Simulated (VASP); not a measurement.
An input for Ansatz (written as the equivalent of a VASP run, and not itself run):

Ansatz 0.2 input:
```yaml
crystal:
  lattice:
    - [5.6417372, 0.0000000, 0.0000000]
    - [0.0000000, 5.6417372, 0.0000000]
    - [0.0000000, 0.0000000, 5.6417372]
  atoms:
    - { symbol: Ru, position: [1.0000000, 0.5000000, 0.5000000] }
    - { symbol: Ru, position: [0.5000000, 1.0000000, 0.5000000] }
    - { symbol: Ru, position: [1.0000000, 1.0000000, 0.0000000] }
    - { symbol: Ru, position: [0.5000000, 0.5000000, 0.0000000] }
    - { symbol: S, position: [0.6129992, 0.8870008, 0.1129992] }
    - { symbol: S, position: [0.1129992, 0.6129992, 0.8870008] }
    - { symbol: S, position: [0.6129992, 0.6129992, 0.6129992] }
    - { symbol: S, position: [0.3870008, 0.3870008, 0.3870008] }
    - { symbol: S, position: [0.8870008, 0.1129992, 0.6129992] }
    - { symbol: S, position: [0.8870008, 0.3870008, 0.1129992] }
    - { symbol: S, position: [0.1129992, 0.8870008, 0.3870008] }
    - { symbol: S, position: [0.3870008, 0.1129992, 0.8870008] }
kpoints:
  mp_grid: { grid: [5, 5, 5] }
hamiltonian:
  xc: pbe
  pseudopotentials: { kind: paw }
scf:
  occupations: { method: tetrahedron }
  max_iter: 100
output: { forces: true, stress: true, eigenvalues: true }
```

Task: Translate this input to VASP (INCAR, KPOINTS, POSCAR, choice of POTCAR).

Result: Several could match; the one computed here: 
File KPOINTS:
```
Automatic
0
gamma
 5 5 5
```

POSCAR:
```
RuS2
1
    5.6417372333    -0.0000000000    -0.0000000000
    0.0000000000     5.6417372333     0.0000000000
    0.0000000000     0.0000000000     5.6417372333
Ru S
4 8
Direct
  1.0000000000   0.5000000000   0.5000000000
  0.5000000000   1.0000000000   0.5000000000
  1.0000000000   1.0000000000   0.0000000000
  0.5000000000   0.5000000000   0.0000000000
  0.6129991813   0.8870008187   0.1129991813
  0.1129991813   0.6129991813   0.8870008187
  0.6129991813   0.6129991813   0.6129991813
  0.3870008187   0.3870008187   0.3870008187
  0.8870008187   0.1129991813   0.6129991813
  0.8870008187   0.3870008187   0.1129991813
  0.1129991813   0.8870008187   0.3870008187
  0.3870008187   0.1129991813   0.8870008187
```

### INCAR
```
! general
SYSTEM   =  RuS2
PREC     =  Accurate
ENCUT    =  400
LREAL    =  F   ! projection in real space or not
LASPH    =  T   ! aspherical one-centre terms

! electronic loop
EDIFF    =  1E-7   ! SCF stop (eV)
NELM     =  100   ! most electronic steps
ALGO     =  Normal   ! blocked Davidson
LMAXMIX  =  4   ! l cut-off of mixed one-centre charges

! smearing
ISMEAR   =  -5   ! tetrahedra, Bloechl

! functional
GGA      =  PE   ! PBE

! ions
ISIF     =  2

! output
LWAVE    =  F
LCHARG   =  T
LORBIT   =  11   ! lm-projected
NEDOS    =  601   ! DOS grid
```

POTCAR, in this order: Ru_pv S (PBE.64 set). Program: vasp_std.

What does not carry over: each code has its own PAW files, so the cut-off isn't converted (ENCUT is set for VASP's; basis.ecutwfc is left out, and Ansatz then takes the one that its files recommend); Ansatz stops its SCF on the density residual and VASP on the energy change (EDIFF).

The compound is RuS2 in the pyrite structure. It was relaxed first.
